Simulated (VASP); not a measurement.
A VASP calculation is set up with these files.

POSCAR:
```
CsSnI3
1
    8.5587241088     0.0000000000     0.0000000000
    0.0000000000     8.5587241088     0.0000000000
    0.0000000000    -0.0000000000     6.1760950772
Cs Sn I
2 2 6
Direct
  0.0000000000   0.5000000000   0.0000000000
  0.5000000000   0.0000000000   0.0000000000
  0.5000000000   0.5000000000   0.5000000000
  0.0000000000   0.0000000000   0.5000000000
  0.8066828413   0.6933171587   0.5000000000
  0.1933171587   0.3066828413   0.5000000000
  0.3066828413   0.8066828413   0.5000000000
  0.6933171587   0.1933171587   0.5000000000
  0.5000000000   0.5000000000   0.0000000000
  0.0000000000   0.0000000000   0.0000000000
```

### KPOINTS
```
Automatic mesh
0
Gamma
3 3 4
0 0 0
```

### INCAR
```
SYSTEM  =  CsSnI3
PREC  =  Accurate; ENCUT  =  400; LREAL  =  .False.
LASPH  =  .True.
EDIFF  =  1E-6; NELM  =  100; ALGO  =  Normal
LMAXMIX  =  4
ISMEAR  =  0; SIGMA  =  0.05
GGA  =  PS
IBRION  =  2; NSW  =  60; ISIF  =  3
EDIFFG  =  -0.02
LWAVE  =  .False.; LCHARG  =  .False.
```

POTCAR, in this order: Cs_sv Sn_d I (PBE.64 set). Program: vasp_std.

Task: Write an equivalent input for Ansatz.

Result: One equivalent input (not run):
Ansatz 0.2 input:
```yaml
crystal:
  lattice:
    - [8.5587241, 0.0000000, 0.0000000]
    - [0.0000000, 8.5587241, 0.0000000]
    - [0.0000000, 0.0000000, 6.1760951]
  atoms:
    - { symbol: Cs, position: [0.0000000, 0.5000000, 0.0000000] }
    - { symbol: Cs, position: [0.5000000, 0.0000000, 0.0000000] }
    - { symbol: Sn, position: [0.5000000, 0.5000000, 0.5000000] }
    - { symbol: Sn, position: [0.0000000, 0.0000000, 0.5000000] }
    - { symbol: I, position: [0.8066828, 0.6933172, 0.5000000] }
    - { symbol: I, position: [0.1933172, 0.3066828, 0.5000000] }
    - { symbol: I, position: [0.3066828, 0.8066828, 0.5000000] }
    - { symbol: I, position: [0.6933172, 0.1933172, 0.5000000] }
    - { symbol: I, position: [0.5000000, 0.5000000, 0.0000000] }
    - { symbol: I, position: [0.0000000, 0.0000000, 0.0000000] }
kpoints:
  mp_grid: { grid: [3, 3, 4] }
hamiltonian:
  xc: pbesol
  pseudopotentials: { kind: paw }
scf:
  occupations: { method: gaussian, width: 0.05 }
  max_iter: 100
relax:
  max_steps: 60
  f_tol: 0.02
  cell: {}
output: { forces: true, stress: true, eigenvalues: true }
```
The two are equivalent in intent, not identical: each code has its own PAW files, so the cut-off isn't converted (ENCUT is set for VASP's; basis.ecutwfc is left out, and Ansatz then takes the one that its files recommend); Ansatz stops its SCF on the density residual and VASP on the energy change (EDIFF).

The structure comes from a computed database's CsSnI3 entry (P4/mbm); how it stands against other phases isn't given here. This run relaxes it. Symmetry was kept, so distortions that lower it aren't found. The start is the result of an earlier pass.
